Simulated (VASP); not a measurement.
Method: r2SCAN meta-GGA, VASP's PBE PAW potentials (set 64) (plane waves; VASP).

VASP ran on this input.

INCAR:
```
LCHARG=.FALSE.
EDIFF=1E-6   # SCF stop (eV)
EDIFFG=-0.01   # ionic stop
SYSTEM=Rb
SIGMA=0.1
NELM=100   # most electronic steps
ISMEAR=1   # Methfessel-Paxton
ALGO=Normal   # blocked Davidson
METAGGA=R2SCAN
LMIXTAU=.TRUE.
LMAXMIX=4
ENCUT=520   # plane-wave cut-off (eV)
NSW=60
ISIF=3   # ions, shape and volume
LWAVE=.FALSE.
PREC=Accurate
IBRION=2
LASPH=.TRUE.   # aspherical one-centre terms
LREAL=.FALSE.   # projection in real space or not
```

KPOINTS:
```
Regular mesh
0
gamma
 8 8 8
0 0 0
```

POSCAR:
```
Rb
1
   -2.8766891687     2.8766891687     2.8766891687
    2.8766891687    -2.8766891687     2.8766891687
    2.8766891687     2.8766891687    -2.8766891687
Rb
1
Direct
  0.0000000000   0.0000000000   0.0000000000
```

POTCAR, in this order: Rb_sv (PBE.64 set). Program: vasp_std.

What does the run give for the energy per atom (σ→0), band gap (on the k-mesh)?

- energy per atom (σ→0): -13.912 eV/atom
- band gap (on the k-mesh): none (metal, semimetal or under 0.01 eV)

OSZICAR:
```
...
DAV:  29    -0.139122423753E+02   -0.16864E-03   -0.48560E-05   464   0.694E-02    0.153E-02
DAV:  30    -0.139121057347E+02    0.13664E-03   -0.67519E-05   464   0.820E-02    0.169E-02
DAV:  31    -0.139121669098E+02   -0.61175E-04   -0.28785E-05   464   0.735E-02    0.136E-02
DAV:  32    -0.139121621942E+02    0.47155E-05   -0.45235E-06   496   0.317E-02    0.132E-02
DAV:  33    -0.139121917340E+02   -0.29540E-04   -0.13240E-05   480   0.507E-02    0.127E-02
DAV:  34    -0.139122148365E+02   -0.23102E-04   -0.57060E-06   472   0.251E-02    0.128E-02
DAV:  35    -0.139122151913E+02   -0.35484E-06   -0.66328E-06   464   0.335E-02
   1 F= -.13912215E+02 E0= -.13911860E+02  d E =-.139122E+02
```

The compound is Rb in the bcc structure. It was relaxed first, which changed the volume by +6 %. The start is the result of an earlier pass.
